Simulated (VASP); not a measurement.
An input for Quantum ESPRESSO's pw.x (written as the equivalent of a VASP run, and not itself run):

```
&CONTROL
  calculation = 'vc-relax'
  pseudo_dir = './pseudo'
  outdir = './out'
  tprnfor = .true.
  tstress = .true.
  nstep = 60
  forc_conv_thr = 0.00039
/
&SYSTEM
  ibrav = 0
  nat = 2
  ntyp = 1
  ecutwfc = 84
  occupations = 'smearing'
  smearing = 'methfessel-paxton'
  degauss = 0.00735
  input_dft = 'pbe'
/
&ELECTRONS
  conv_thr = 7.3e-08
  electron_maxstep = 100
/
&IONS
/
&CELL
/
ATOMIC_SPECIES
  Ti 47.867 Ti.upf
CELL_PARAMETERS angstrom
     1.4609447   -2.5304305    0.0000000
     1.4609447    2.5304305    0.0000000
    -0.0000000    0.0000000    4.6323541
ATOMIC_POSITIONS crystal
  Ti   0.3333330  0.6666670  0.2500000
  Ti   0.6666670  0.3333330  0.7500000
K_POINTS automatic
  13 13 7 0 0 0
```

Write the VASP files for the same calculation (PBE).

This is not unique; one that fits is 
**POSCAR**
```
Ti
1
    1.4609447232    -2.5304305448     0.0000000000
    1.4609447232     2.5304305448     0.0000000000
   -0.0000000000     0.0000000000     4.6323540692
Ti
2
Direct
  0.3333330000   0.6666670000   0.2500000000
  0.6666670000   0.3333330000   0.7500000000
```

**INCAR**
```
SYSTEM  =  Ti
PREC  =  Accurate; ENCUT  =  480; LREAL  =  .False.
LASPH  =  .True.
EDIFF  =  1E-6; NELM  =  100; ALGO  =  Normal
LMAXMIX  =  4
ISMEAR  =  1; SIGMA  =  0.1
GGA  =  PE
IBRION  =  2; NSW  =  60; ISIF  =  3
EDIFFG  =  -0.01
LWAVE  =  .False.; LCHARG  =  .False.
```

File KPOINTS:
```
K-points
0
G
 13 13 7
0 0 0
```

POTCAR, in this order: Ti (PBE.64 set). Program: vasp_std.

What does not carry over: the potentials are each code's own (VASP's PAW set, PseudoDojo norm-conserving files in pw.x), so ENCUT and ecutwfc are chosen apart and not converted; conv_thr bounds pw.x's estimated SCF error, while EDIFF bounds the energy change between steps; forc_conv_thr acts on force components and is met together with etot_conv_thr.

The compound is Ti in the hcp structure. It was relaxed first. The start is the result of an earlier pass.
